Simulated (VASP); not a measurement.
Input:

```
CELL_PARAMETERS angstrom
     -1.55508     1.55508     1.55508
      1.55508    -1.55508     1.55508
      1.55508     1.55508    -1.55508
ATOMIC_POSITIONS crystal
  W  0.00000 0.00000 0.00000
```

All values below come from TPSS meta-GGA, VASP's PBE PAW potentials (set 64) (plane waves; VASP). Settings: 520 eV cut-off, 16×16×16 Γ-centred mesh, first-order Methfessel-Paxton smearing of 0.10 eV, potentials W_sv.

Unless said otherwise, spin-orbit coupling is left out, though it shifts the bands of the heavy elements here.

What does the run give for the energy per atom (σ→0), pressure, band gap (on the k-mesh) with the smallest direct gap where there is one?

| Property | Result |
|---|---|
| band gap (on the k-mesh) | none (metal, semimetal or under 0.01 eV) |
| energy per atom (σ→0) | -14.305 eV/atom |
| pressure | 22.14 GPa |

Only differences to runs with the same potentials and settings are physical.

The compound is W in the bcc structure. This cell is one point of a volume scan, at 0.94 of the reference volume.
